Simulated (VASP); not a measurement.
All values below come from PBE GGA, VASP's PBE PAW potentials (set 64) (plane waves; VASP).

VASP ran on this input.

File KPOINTS:
```
Automatic mesh
0
Gamma
11 11 6
0 0 0
```

**POSCAR**
```
Tm
1
    1.7700000000    -3.0657300000     0.0000000000
    1.7700000000     3.0657300000     0.0000000000
    0.0000000000     0.0000000000     5.5500000000
Tm
2
Direct
  0.3333330000   0.6666670000   0.2500000000
  0.6666670000   0.3333330000   0.7500000000
```

**INCAR**
```
! general
SYSTEM =Tm
PREC   =Accurate
ENCUT  =400   ! plane-wave cut-off (eV)
LREAL  =F   ! projection in real space or not
LASPH  =T   ! aspherical one-centre terms

! electronic loop
EDIFF  =1E-6
NELM   =100
ALGO   =All
LMAXMIX=6

! smearing
ISMEAR =1   ! Methfessel-Paxton
SIGMA  =0.1   ! width (eV)

! functional
GGA    =PE

! ions
ISIF   =2

! output
LWAVE  =F
LCHARG =F
```

POTCAR, in this order: Tm_3 (PBE.64 set). Program: vasp_std.

The run wrote:

OSZICAR:
```
       N       E                     dE             d eps       ncg     rms           ort
DAV:   1     0.526595626352E+02    0.52660E+02   -0.71078E+03   832   0.114E+03
DAV:   2    -0.524711498750E+01   -0.57907E+02   -0.56868E+02   832   0.344E+02
DAV:   3    -0.885504362574E+01   -0.36079E+01   -0.33374E+01   832   0.557E+01
DAV:   4    -0.894575640234E+01   -0.90713E-01   -0.89947E-01   832   0.713E+00
DAV:   5    -0.894716997855E+01   -0.14136E-02   -0.14133E-02   832   0.809E-01
SDA:   6    -0.893372773667E+01    0.13442E-01   -0.14133E-02   832   0.101E+00   0.000E+00
CGA:   7    -0.894972372714E+01   -0.15996E-01   -0.15982E-01   832   0.138E-01  -0.157E-03
CGA:   8    -0.895391220101E+01   -0.41885E-02   -0.41985E-02   832   0.685E-02  -0.929E-04
CGA:   9    -0.895507003436E+01   -0.11578E-02   -0.11572E-02   832   0.154E-02  -0.143E-04
CGA:  10    -0.895558008260E+01   -0.51005E-03   -0.50530E-03   832   0.381E-03   0.377E-04
CGA:  11    -0.895569483212E+01   -0.11475E-03   -0.11391E-03   832   0.194E-03   0.110E-04
CGA:  12    -0.895574293437E+01   -0.48102E-04   -0.48046E-04   832   0.468E-04   0.327E-05
CGA:  13    -0.895575703329E+01   -0.14099E-04   -0.13962E-04   832   0.133E-04   0.199E-05
CGA:  14    -0.895576090471E+01   -0.38714E-05   -0.38588E-05   832   0.405E-05   0.260E-06
CGA:  15    -0.895576239138E+01   -0.14867E-05   -0.15366E-05   832   0.218E-05  -0.364E-06
CGA:  16    -0.895576298401E+01   -0.59263E-06   -0.59696E-06   832   0.643E-06  -0.852E-07
   1 F= -.89557630E+01 E0= -.89566238E+01  d E =0.258250E-02
```

### OUTCAR
```
------------------------ aborting loop because EDIFF is reached ----------------------------------------
  FORCE on cell =-STRESS in cart. coord.  units (eV):
  Direction    XX          YY          ZZ          XY          YZ          ZX
  --------------------------------------------------------------------------------------
  Total        0.1950275      0.1950275     -0.0672284     -0.0000000     -0.0000000      0.0000000
  in kB        5.1877171      5.1877174     -1.7882701     -0.0000000     -0.0000000      0.0000000
  external PRESSURE =       2.8623881 kB  Pullay stress =       0.0000000 kB
  volume of cell :       60.23
      direct lattice vectors                 reciprocal lattice vectors
     1.770000000 -3.065730000  0.000000000     0.282485876 -0.163093293  0.000000000
     1.770000000  3.065730000  0.000000000     0.282485876  0.163093293  0.000000000
     0.000000000  0.000000000  5.550000000     0.000000000  0.000000000  0.180180180
 POSITION                                       TOTAL-FORCE (eV/Angst)
 -----------------------------------------------------------------------------------
      1.77000      1.02191      1.38750         0.000000     -0.000000      0.000000
      1.77000     -1.02191      4.16250        -0.000000      0.000000      0.000000
 -----------------------------------------------------------------------------------
    total drift:                               -0.000001      0.000071     -0.000012
  FREE ENERGIE OF THE ION-ELECTRON SYSTEM (eV)
  ---------------------------------------------------
  free  energy   TOTEN  =        -8.9557629840 eV

  energy  without entropy=       -8.9583454866  energy(sigma->0) =       -8.95662382
```
(Selected blocks of OUTCAR.)

The 4f electrons are frozen in the core of the lanthanide potential, so 4f levels, which can set the real gap, and their magnetism are missing.

The compound is Tm in the hcp structure. The cell was not relaxed at this level. The run is one of a series of settings (ALGO = All against the base run), some of them coarse on purpose.
